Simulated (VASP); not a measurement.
Computed with AM05 GGA, VASP's PBE PAW potentials (set 64) (plane waves; VASP).

VASP ran on this input.

POSCAR:
```
ZnS
1
    0.0000000000     2.6871187601     2.6871187601
    2.6871187601     0.0000000000     2.6871187601
    2.6871187601     2.6871187601     0.0000000000
Zn S
1 1
Direct
  0.0000000000   0.0000000000   0.0000000000
  0.2500000000   0.2500000000   0.2500000000
```

**KPOINTS**
```
Automatic mesh
0
Gamma
10 10 10
0 0 0
```

**INCAR**
```
! general
SYSTEM   =  ZnS
PREC     =  Accurate
ENCUT    =  520
LREAL    =  .FALSE.
LASPH    =  .TRUE.

! electronic loop
EDIFF    =  1E-7
NELM     =  100
ALGO     =  Normal
LMAXMIX  =  4

! smearing
ISMEAR   =  -5

! functional
GGA      =  AM

! ions
ISIF     =  2

! output
LWAVE    =  .FALSE.
LCHARG   =  .TRUE.
LORBIT   =  11
NEDOS    =  601
```

POTCAR, in this order: Zn S (PBE.64 set). Program: vasp_std.

**Question.** Estimate the energy per atom (σ→0), band gap (on the k-mesh).

**Answer.** 
The energy per atom (σ→0) is -3.571 eV/atom and the band gap (on the k-mesh) is 2.17 eV.

OSZICAR:
```
...
DAV:   8    -0.714088447436E+01    0.14194E-02   -0.59456E-03  1437   0.761E-01    0.696E-01
DAV:   9    -0.714115158266E+01   -0.26711E-03   -0.12100E-03  1375   0.338E-01    0.120E-01
DAV:  10    -0.714136316007E+01   -0.21158E-03   -0.27865E-04  1317   0.182E-01    0.722E-02
DAV:  11    -0.714136919772E+01   -0.60376E-05   -0.44479E-05  1497   0.127E-01    0.105E-02
DAV:  12    -0.714137140658E+01   -0.22089E-05   -0.10180E-05  1601   0.579E-02    0.651E-03
DAV:  13    -0.714137084684E+01    0.55974E-06   -0.22656E-06  1703   0.354E-02    0.219E-03
DAV:  14    -0.714137083155E+01    0.15287E-07   -0.32333E-07  1377   0.573E-03
   1 F= -.71413708E+01 E0= -.71413708E+01  d E =0.000000E+00
```

The compound is ZnS in the zinc blende structure. It was relaxed first.
